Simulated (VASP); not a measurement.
## Band edges against the vacuum: GaAs(110)

Aim: ionisation energy and electron affinity of GaAs(110), from a slab and a bulk run lined up through core potentials.

Main program and level: VASP 6.6.1; r2SCAN; plane waves and PAW (Ga, As).

**What experiment says.**

“Investigation of Radiation Effect on Structural and Optical Properties of GaAs under High-Energy Electron Irradiation” (2022, pmc:9457441) reports for GaAs, zincblende, by high-resolution XRD, reciprocal space mapping (commercial semi-insulating (001) wafer, relaxed): lattice constant a (cubic a from (004) reciprocal space maps; peak position was aligned …) 5.653 Å [Peak position aligned to 66.049 deg for all samples, so the value is effectively fixed by …].

“Evidence of valence band perturbations in GaAsN/GaAs(001): A combined variable-angle spectroscopic ellipsometry and modulated photoreflectance investigation” (2008, arxiv:0805.2212) reports for GaAs, zincblende, by modulated photoreflectance, low-field lineshape fit (semi-insulating GaAs(001) reference substrate, 300 K): band gap (direct gap E0 at Gamma from PR) 1.418 ± 0.005 eV.

Most raw output is cut from this account.

### 1. The structure

Symmetry: F-43m, No. 216, cubic system. The conventional cell has a = 5.650 Å, b = 5.650 Å, c = 5.650 Å, α = 90.00°, β = 90.00°, γ = 90.00°. Ga has 4 As at 2.45 Å nearest. Nearest to As lie 4 Ga at 2.45 Å. Farther neighbours are not listed.

### 2. Relaxing the bulk crystal

The later steps need the crystal at this functional's own lattice; a raised cutoff keeps the stress reliable while the cell changes.

File INCAR:

```
SYSTEM = GaAs
PREC = Accurate
ENCUT = 350
EDIFF = 1E-06
NELM = 120
ISMEAR = 0
SIGMA = 0.03
LREAL = .FALSE.
ALGO = Normal
METAGGA = R2SCAN
LASPH = .TRUE.
NBANDS = 10
LORBIT = 11
LWAVE = .FALSE.
LCHARG = .FALSE.
KPAR = 4
IBRION = 2
NSW = 40
ISIF = 3
EDIFFG = -0.02
POTIM = 0.4
```

File POSCAR:

```
GaAs
1.0
    0.0000000000      2.8250000000      2.8250000000
    2.8250000000      0.0000000000      2.8250000000
    2.8250000000      2.8250000000      0.0000000000
Ga As
1 1
Direct
    0.0000000000      0.0000000000      0.0000000000
    0.2500000000      0.2500000000      0.2500000000
```

File KPOINTS:

```
Automatic mesh
0
Gamma
6 6 6
0 0 0
```

Potentials, in the order of the species: Ga and As (PBE family, release 64).

Command:

```
$ mpirun -np 4 vasp_std
```

The job ended after 18 s (4 MPI ranks of Intel Xeon Platinum 8259CL at 2.50GHz (Skylake/Cascade Lake), shared host; peak memory 0.53 GiB).

The PAW data sets were made with PBE, which is usual practice but a small mismatch for other functionals. The data set Ga keeps the semicore shell frozen, which is cheaper and a little less accurate. The run keeps the 24 symmetry operations of its start, so it cannot find a distortion of lower symmetry.

Step by step:

```csv
step,energy less that of the first step (eV),largest force (eV/Å),pressure (GPa),volume (Å³)
1,0.0000,0.0000,0.83,45.09
2,-0.0012,0.0000,-0.20,45.71
3,-0.0013,0.0000,0.00,45.58
```

```csv
"conventional cell, symmetrised",before,after,change
a (Å),5.650,5.670,+0.4 %
b (Å),5.650,5.670,+0.4 %
c (Å),5.650,5.670,+0.4 %
volume (Å³/atom),22.55,22.79,+1.1 %
```

The relaxed structure:

```xyz
2
Lattice="0.0000 2.8352 2.8352 2.8352 0.0000 2.8352 2.8352 2.8352 0.0000" Properties=species:S:1:pos:R:3 pbc="T T T"
Ga    0.0000    0.0000    0.0000
As    1.4176    1.4176    1.4176
```

This step gave:

* electronic cycles: 22
* electrons: 8
* free energy (TOTEN): -27.04 eV
* Fermi energy: 2.540 eV

The run ended after 3 ionic steps, 0.001 eV below its first step, once forces and stress met EDIFFG = -0.02.

### 3. Band edges of the bulk

A static bulk run at the slab's cutoff gives the band edges and the core potentials that tie them to the slab.

File INCAR:

```
SYSTEM = GaAs
PREC = Normal
ENCUT = 320
EDIFF = 1E-06
NELM = 120
ISMEAR = 0
SIGMA = 0.03
LREAL = .FALSE.
ALGO = Normal
METAGGA = R2SCAN
LASPH = .TRUE.
NBANDS = 10
LORBIT = 11
LWAVE = .FALSE.
LCHARG = .FALSE.
KPAR = 4
```

File POSCAR:

```
GaAs
1.0
    0.0000000000      2.8352078375      2.8352078375
    2.8352078375      0.0000000000      2.8352078375
    2.8352078375      2.8352078375      0.0000000000
Ga As
1 1
Direct
    0.0000000000      0.0000000000      0.0000000000
    0.2500000000      0.2500000000      0.2500000000
```

File KPOINTS:

```
Automatic mesh
0
Gamma
13 13 13
0 0 0
```

Command:

```
$ mpirun -np 4 vasp_std
```

Elapsed: 12 s, on 4 MPI ranks; peak memory 0.51 GiB.

The gap is read on the k-mesh alone, so it is an upper bound where the band edges lie off the mesh.

Numbers from this step:

- electronic cycles: 12
- free energy (TOTEN): -27.06 eV
- Fermi energy: 2.579 eV
- metallic: no
- gap on the k-mesh: 0.9855 eV
- least direct gap on the k-mesh: 0.9855 eV

### 4. Surface relaxation

System of this step: GaAs(110). The cell holds 18 atoms: 9 Ga and 9 As. Its edges and angles: a = 4.010 Å, b = 5.670 Å, c = 32.038 Å, α = 90.0°, β = 90.0°, γ = 90.0°. It derives from GaAs. 9 layers, cut at this functional's lattice. Vacuum lies along c.

All atoms relax at the fixed cell.

File INCAR:

```
SYSTEM = GaAs
PREC = Normal
ENCUT = 320
EDIFF = 1E-05
NELM = 120
ISMEAR = 0
SIGMA = 0.03
LREAL = Auto
ALGO = Normal
METAGGA = R2SCAN
LASPH = .TRUE.
NBANDS = 54
LORBIT = 11
LWAVE = .FALSE.
LCHARG = .FALSE.
KPAR = 2
NCORE = 2
IBRION = 2
NSW = 60
ISIF = 2
EDIFFG = -0.03
POTIM = 0.4
MAXMIX = 40
IDIPOL = 3
LDIPOL = .TRUE.
DIPOL = 0.5 0.5 0.5
```

File POSCAR:

```
GaAs
1.0
    4.0095893759      0.0000000000      0.0000000000
    0.0000000000      5.6704156750      0.0000000000
    0.0000000000      0.0000000000     32.0383575038
Ga As
9 9
Direct
    0.0000000000      0.0000000000      0.2497006900
    0.5000000000      0.5000000000      0.3122755200
    0.0000000000      0.0000000000      0.3748503500
    0.5000000000      0.5000000000      0.4374251700
    0.0000000000      0.0000000000      0.5000000000
    0.5000000000      0.5000000000      0.5625748300
    0.0000000000      0.0000000000      0.6251496500
    0.5000000000      0.5000000000      0.6877244800
    0.0000000000      0.0000000000      0.7502993100
    0.0000000000      0.7500000000      0.3122755200
    0.5000000000      0.2500000000      0.2497006900
    0.0000000000      0.7500000000      0.4374251700
    0.5000000000      0.2500000000      0.3748503500
    0.0000000000      0.7500000000      0.5625748300
    0.5000000000      0.2500000000      0.5000000000
    0.0000000000      0.7500000000      0.6877244800
    0.5000000000      0.2500000000      0.6251496500
    0.5000000000      0.2500000000      0.7502993100
```

File KPOINTS:

```
Automatic mesh
0
Gamma
6 4 1
0 0 0
```

Command:

```
$ mpirun -np 4 vasp_std
```

It took 25 min on 4 MPI ranks; peak memory 1 GiB.

The run keeps the 4 symmetry operations of its start, so it cannot find a distortion of lower symmetry.

Relaxation path (22 of 24):

```csv
step,energy less that of the first step (eV),largest force (eV/Å)
1,0.0000,1.9027
2,-0.4593,1.5316
3,-0.9327,1.0193
4,-1.2435,0.7381
5,-1.4271,0.5124
6,-1.4283,0.5439
8,-1.4833,0.2470
9,-1.5003,0.1622
10,-1.5070,0.1446
11,-1.5074,0.1529
12,-1.5184,0.1014
13,-1.5190,0.1111
14,-1.5222,0.0692
15,-1.5222,0.0640
16,-1.5244,0.0799
17,-1.5251,0.0872
19,-1.5278,0.0414
20,-1.5279,0.0474
21,-1.5289,0.0355
22,-1.5290,0.0401
23,-1.5291,0.0392
24,-1.5296,0.0253
```

The atoms that moved most (Å):

```csv
atom,dx,dy,dz,length
Ga9,0.000,0.340,-0.439,0.555
Ga1,0.000,0.340,0.439,0.555
As11,0.000,0.103,-0.248,0.268
As18,0.000,0.103,0.248,0.268
Ga8,0.000,-0.088,0.103,0.135
Ga2,0.000,-0.088,-0.103,0.135
As10,0.000,-0.080,0.011,0.081
As16,0.000,-0.080,-0.011,0.081
```

Final coordinates:

```xyz
18
Lattice="4.0096 0.0000 0.0000 0.0000 5.6704 0.0000 0.0000 0.0000 32.0384" Properties=species:S:1:pos:R:3
Ga    0.0000    0.3402    8.4390
Ga    2.0048    2.7476    9.9018
Ga    0.0000   -0.0549   12.0301
Ga    2.0048    2.7733   14.0032
Ga    0.0000   -0.0539   16.0192
Ga    2.0048    2.7733   18.0352
Ga    0.0000   -0.0549   20.0082
Ga    2.0048    2.7476   22.1366
Ga    0.0000    0.3402   23.5994
As    0.0000    4.1731   10.0160
As    2.0048    1.5201    7.7519
As    0.0000    4.1917   14.0237
As    2.0048    1.3741   11.9773
As    0.0000    4.1917   18.0146
As    2.0048    1.3637   16.0192
As    0.0000    4.1731   22.0224
As    2.0048    1.3741   20.0611
As    2.0048    1.5201   24.2864
```

This step gave:

```
electronic cycles              : 164
electrons                      : 72
free energy (TOTEN)            : -241.4888 eV
Fermi energy                   : -0.7741 eV
dipole moment                  : 0, 0, 0 e·Å
gap on the k-mesh              : 1.177 eV
least direct gap on the k-mesh : 1.284 eV
```

The run ended after 24 ionic steps, 1.530 eV below its first step, once the forces on the free atoms met EDIFFG = -0.03.

### 5. Potential and states of the slab

A static run writes the electrostatic potential without exchange and correlation (LVHAR), which is flat in the vacuum and gives the level to count from. The dipole correction cancels the field that unlike faces would set up across the vacuum.

File INCAR:

```
SYSTEM = GaAs
PREC = Normal
ENCUT = 320
EDIFF = 1E-06
NELM = 120
ISMEAR = 0
SIGMA = 0.03
LREAL = Auto
ALGO = Normal
METAGGA = R2SCAN
LASPH = .TRUE.
NBANDS = 54
LORBIT = 11
LWAVE = .FALSE.
LCHARG = .TRUE.
KPAR = 2
IDIPOL = 3
LDIPOL = .TRUE.
DIPOL = 0.5 0.5 0.5
LVHAR = .TRUE.
LVACPOTAV = .TRUE.
NEDOS = 1500
```

File POSCAR:

```
GaAs
1.0
    4.0095893759      0.0000000000      0.0000000000
    0.0000000000      5.6704156750      0.0000000000
    0.0000000000      0.0000000000     32.0383575038
Ga As
9 9
Direct
    0.0000000000      0.0599909667      0.2634015997
    0.5000000000      0.4845472988      0.3090600571
    0.0000000000      0.9903218760      0.3754910265
    0.5000000000      0.4890770436      0.4370746314
    0.0000000000      0.9904928708      0.5000000000
    0.5000000000      0.4890770436      0.5629253686
    0.0000000000      0.9903218760      0.6245089735
    0.5000000000      0.4845472988      0.6909399429
    0.0000000000      0.0599909667      0.7365984003
    0.0000000000      0.7359355808      0.3126241982
    0.5000000000      0.2680837077      0.2419579923
    0.0000000000      0.7392212879      0.4377170018
    0.5000000000      0.2423314360      0.3738424717
    0.0000000000      0.7392212879      0.5622829982
    0.5000000000      0.2404887342      0.5000000000
    0.0000000000      0.7359355808      0.6873758018
    0.5000000000      0.2423314360      0.6261575283
    0.5000000000      0.2680837077      0.7580420077
```

KPOINTS is that of step 4.

File KPOINTS_OPT:

```
Line mode
14
Line-mode
Reciprocal
  0.00000000   0.00000000   0.00000000 GAMMA
  0.50000000   0.00000000   0.00000000 X

  0.50000000   0.00000000   0.00000000 X
  0.50000000   0.50000000   0.00000000 S

  0.50000000   0.50000000   0.00000000 S
  0.00000000   0.50000000   0.00000000 Y

  0.00000000   0.50000000   0.00000000 Y
  0.00000000   0.00000000   0.00000000 GAMMA

  0.00000000   0.00000000   0.00000000 GAMMA
  0.50000000   0.50000000   0.00000000 S
```

Command:

```
$ mpirun -np 4 vasp_std
```

Run time: 9.4 min. Hardware: 4 MPI ranks; peak memory 1.3 GiB; 35 min of CPU time.

This step gave:

| Item | Value |
| --- | --- |
| electronic cycles | 25 |
| free energy (TOTEN) | -241.4889 eV |
| Fermi energy | -0.7723 eV |
| least gap on mesh and path | 1.177 eV |
| least direct gap on mesh and path | 1.284 eV |
| vacuum levels | 4.249, 4.249 eV |
| ionisation potentials of the upper and lower face | 5.161, 5.161 eV |
| electron affinities of the upper and lower face | 3.984, 3.984 eV |

The electronic bands at the labelled points (eV, zero at the valence-band top; v1 is the highest filled band, c1 the lowest empty one):

```csv
point,v4,v3,v2,v1,c1,c2,c3,c4
Γ,-0.32,-0.21,-0.11,0.00,1.28,1.87,1.94,2.05
0.46 of the way,-1.25,-1.11,-0.88,-0.49,2.00,2.18,2.60,2.67
X,-1.75,-1.46,-1.14,-0.98,1.18,1.23,2.00,2.18
0.46 of the way,-1.48,-1.48,-1.05,-0.92,1.49,1.60,2.42,2.48
S,-1.38,-1.24,-0.90,-0.80,1.28,1.81,1.93,2.91
0.46 of the way,-1.17,-1.14,-0.82,-0.80,2.19,2.31,2.66,2.96
Y,-1.09,-1.06,-0.89,-0.87,1.38,1.57,1.60,2.06
0.46 of the way,-0.67,-0.66,-0.54,-0.53,1.69,1.77,1.90,2.07
Γ,-0.32,-0.21,-0.11,0.00,1.28,1.87,1.94,2.05
0.54 of the way,-1.19,-1.03,-0.75,-0.64,1.82,2.07,2.41,2.71
S,-1.38,-1.24,-0.90,-0.80,1.28,1.81,1.93,2.91
```

Of the projections kept (Ga, As), the largest for each band there; the rest of the weight can lie on other orbitals:

```csv
point,v4,v3,v2,v1,c1,c2,c3,c4
Γ,As 0.70,As 0.66,As 0.66,As 0.68,Ga 0.54,Ga 0.66,Ga 0.51,Ga 0.61
X,As 0.57,As 0.56,As 0.66,As 0.66,Ga 0.81,Ga 0.83,Ga 0.65,Ga 0.69
S,As 0.57,As 0.59,As 0.64,As 0.68,Ga 0.72,Ga 0.70,Ga 0.57,Ga 0.66
Y,As 0.57,As 0.57,As 0.62,As 0.63,Ga 0.70,Ga 0.73,Ga 0.63,Ga 0.56
Γ,As 0.70,As 0.66,As 0.66,As 0.68,Ga 0.54,Ga 0.66,Ga 0.51,Ga 0.61
S,As 0.57,As 0.59,As 0.64,As 0.68,Ga 0.72,Ga 0.70,Ga 0.57,Ga 0.66
```

The planar average of the electrostatic potential oscillates, so the rows of the table below give means over windows of 2.06 Å about each position, cut where the curve ends. Its maxima inside the range that stand out by 2 % of the span (Å: eV): 8.7: -0.263, 11.0: 0.537, 13.0: 0.204, 15.0: 0.234, 16.0: -3.75, 17.0: 0.234, 19.0: 0.204, 21.1: 0.537, 23.3: -0.263. Its minima: 7.9: -3.91, 10.3: -4.28, 11.7: -3.99, 14.3: -4.02, 15.8: -3.95, 16.2: -3.95, 17.7: -4.02, 20.4: -3.99, 21.7: -4.28, 24.1: -3.91.

Zero at the Fermi level. Planar average of the electrostatic potential against height; means over each step:

```csv
height (Å),planar average of the electrostatic potential (eV)
1.03,5.02
3.09,5.02
5.15,4.97
7.21,0.286
9.27,-2.59
11.33,-2.50
13.39,-2.50
15.45,-2.56
17.51,-2.55
19.57,-2.47
21.63,-2.64
23.69,-2.13
25.75,3.84
27.81,5.02
29.87,5.02
```

Density of states in the PAW spheres, an atom over height of the layer and energy from the Fermi level.

Ten even steps from '_' (0.00 states/eV) to '@' (0.88 states/eV), each cell a mean:
```
____________________________
____________________________
..____..........__....____..
==::..--::::..::..::--..::==
%%==::==--::::::::====::==%%
**--====================--**
**--++================++--**
====++++++******++**++++====
::::====++========++====::::
::::--====------==--==--::::
::::--==--========--==--::::
....::::::::::::::::::::....
__....______..________....__
..::....____________....::..
..::........::..........::..
..::::............__..::::..
..==--..::......--....--==..
::**##--==------++::--##**::
..++##--**%%%%%%@@----##++..
________..........__________
____________________________
____________________________
```
Columns: height of the layer (Å) from 7.8 to 24.3 (not evenly spaced); rows upwards: energy from the Fermi level (eV) from -7.9 to 0.5.

Electrostatic potential energy in the cb plane at fractional x = 0.000, with atoms of Ga and As within 0.2 Å of it. With pseudopotentials it is smooth inside the atoms' cores, unlike the true potential.

Ten even steps from '0' (-35 eV) to '9' (4 eV), each cell a mean:
```
99999999999999999999854555788875898578888758
99999999999999999999986667633675565576335755
99999999999999999999999886000167666761000676
99999999999999999999999984043048888850330488
99999999999999999999999985011058999850010589
99999999999999999999999997311479999974114799
99999999999999999999999998877899999998778999
99999999999999999999999999999999999999999999
99999999999999999999999999999999999999999999
99999999999999999999999999999999999999999999
99999999999999999999998888999999999999999999
99999999999999999999976557899999888999999998
99999999999999999999855764789987656789999976
99999999999999999999748995689985575589999855
99999999999999999999748985689875899579999758
```
Columns run along c (16.0 Å, from fractional 0.00 to 0.50 of the cell; values clipped at the 3rd and 97th percentile), rows up along b (5.7 Å). Atoms in or near the plane, at fractional coordinates: Ga at (0.26, 0.06), Ga at (0.38, 0.99), Ga at (0.50, 0.99), As at (0.31, 0.74), As at (0.44, 0.74).

Valence density in the cb plane at fractional x = 0.000, with atoms of Ga and As within 0.2 Å of it. It is the smooth field of the valence electrons, not physical close to the nuclei.

Ten even steps from '0' (-0.12 e/Å³) to '9' (0.63 e/Å³), each cell a mean:
```
11111111111111111111233456655554312555555553
11111111111111111111223467998876434678888764
11111111111111111111122358966986444689669964
11111111111111111111112348700885333588007853
11111111111111111111111247834874222468448742
11111111111111111111111235788753222357887532
11111111111111111111111123566432111234664321
11111111111111111111111122333222111222333221
11111111111111111111111122222221111122222211
11111111111111111111222222221111222111111112
11111111111111111111223322211122222211111122
11111111111111111112234433221122333221111223
11111111111111111112344333222223444322112234
11111111111111111112342123322234433432222344
11111111111111111112233224433344212443333442
```
Columns run along c (16.0 Å, from fractional 0.00 to 0.50 of the cell), rows up along b (5.7 Å). Atoms in or near the plane, at fractional coordinates: Ga at (0.26, 0.06), Ga at (0.38, 0.99), Ga at (0.50, 0.99), As at (0.31, 0.74), As at (0.44, 0.74).

The map of layer states is cut here 0.5 eV above the Fermi level, so it leaves out the states above that.

The vacuum level lies 5.16 eV above the highest filled level at the upper face; both faces agree, as the slab has next to no dipole.

The program found no field-free point at its default tolerance, but its printed level agrees with the flat part of the planar average.

### 6. Lining up bulk and slab

This step: band edges against the vacuum, r2SCAN; plane waves and PAW (VASP 6.6.1).

No new run; the numbers come from the runs before.

Numbers from this step:

| Property | Result |
| --- | --- |
| ionisation energy | 5.147 eV |
| offset spread | 0.008700 eV |
| bulk gap | 0.9855 eV |
| slab gap | 1.177 eV |
| electron affinity | 4.162 eV |
| buckling | 0.6870 Å |
| tilt | 30.21 degree |
| surface energy, relaxed | 0.7376 J/m² |

The averaged core potentials of the four middle atoms lie -3.301 eV from those of the bulk run. The bulk valence top (2.403 eV), moved by that offset, is taken from the upper vacuum level (4.249 eV).

### 7. Summary of results

* ionisation energy: 5.15 eV
* electron affinity: 4.16 eV
* buckling: 0.687 Å
* surface energy, relaxed: 0.738 J/m²

**Reading.** The bulk valence-band top lies 5.15 eV below the vacuum of GaAs(110), and the conduction-band bottom 4.16 eV. The top layer buckles by 0.69 Å, a tilt of 30°, with As outermost, as the anion takes the dangling-bond electrons and the cation flattens towards sp². The surface costs 0.74 J/m². The slab's least gap is 1.18 eV, against 0.99 eV in the bulk. Confinement widens it, surface states can narrow it, and the two gaps need not lie at the same wave vector; the faces' own affinities count to the slab's lowest empty state. The offsets of the four middle atoms spread by 0.01 eV; a shift common to all four would not show in it. One thickness was run. Semilocal band edges put the valence top too high and the gap too small. Spin-orbit coupling, left out here, would raise the valence top further.

Calculation against experiment:

| quantity | measured | r2SCAN |
| --- | --- | --- |
| lattice constant a (Å) | 5.653 | 5.670 (+0.3 %) |
| band gap (direct gap) (eV) | 1.418 | 0.99 (-0.43 eV) |

Measured values from pmc:9457441 (2022) and arxiv:0805.2212 (2008).

**Verdict.** The lattice constant a is off by +0.3 %: good agreement. The band gap is off by -0.43 eV: a clear miss. Local and semilocal functionals usually give gaps below the measured ones. An optical gap can lie under the band gap by the exciton's binding. Zero-point and thermal motion shift the measured gap. The grades are ours: good and fair within 0.7 and 1.5 % for the lattice constant a. Zero-point motion and thermal expansion are not in the computed lattice constants. As a rule both would widen the computed cell, so the excess over experiment is if anything larger than shown.

[Lines on the potential files, build, host, timing and source positions are cut from VASP's logs without a mark.]

[Logs are printed without paths, hosts, clocks, repeated set-up lines and the standing remarks that a program may print on its own settings, such as how far it seeks lower states.]

[Hosts, paths, dates, database ids (printed as entryN), source tags and the programs' standing remarks are cut or masked in the printed files.]

[Runs that stopped without an error message from VASP are left out.]
